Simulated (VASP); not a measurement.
# MgO: band gap against strain

MgO (rock salt, Fm-3m, 9.327 Å³/atom at rest, cube axes along x, y and z) under an equal strain ε along x and y, with z held. PBEsol in VASP (plane waves, PAW), 600 eV, 12×12×12 Γ-centred mesh, Gaussian smearing 0.05 eV; ions are relaxed within the symmetry of each cell. Gaps are the smallest on the run's k-mesh, which can miss an edge that lies off it, without spin-orbit coupling; in all rows the valence edge lies at Γ and the conduction edge at Γ.

Here s stands for strain and Eg for gap.

| strain (%) | gap (eV) |
|---|---|
| 0.00 | 4.650 |
| 0.50 | 4.550 |
| 1.00 | 4.452 |
| 1.50 | 4.355 |
| 3.00 | ? |

**Question.** Using a straight line, estimate the missing Eg at s = 3.00 from the other rows, showing the fit.

**Answer.** Means: s 0.75000, Eg 4.5017. About the means, the sum of products is -0.24575 and the sum of squares of s is 1.2500; the slope is their ratio. Least squares gives Eg = 4.6492 - 0.19660·s. Residuals (row less fit): 0.0008, -0.0009, -0.0006, 0.0007; standard error 0.0011 (degrees of freedom: 2). Over these rows the gap moves by -20 ± 0.10 eV per unit strain. At the withheld row, Eg = 4.6492 - 0.19660 × 3.0 = 4.0594 eV. The calculation gives 4.072 eV, 0.0126 eV above the prediction (2.2 % of the range of Eg in the table). The row lies outside the fitted rows, so this is an extrapolation. From the scatter of the fitted rows alone, a prediction at this place has a standard error of 0.0025 eV, so the miss is 5.0 times that.

One order more, fitted to all 7 runs of the series, follows each within 0.001, so the miss is the next term of a smooth law. Rows are the converged runs of the series near zero and its far end; series whose fitted rows scatter by over a few per cent of the range, as at a crossing or softening among them, aren't shown in this form. Most that stay on the fit to the last digits aren't either.
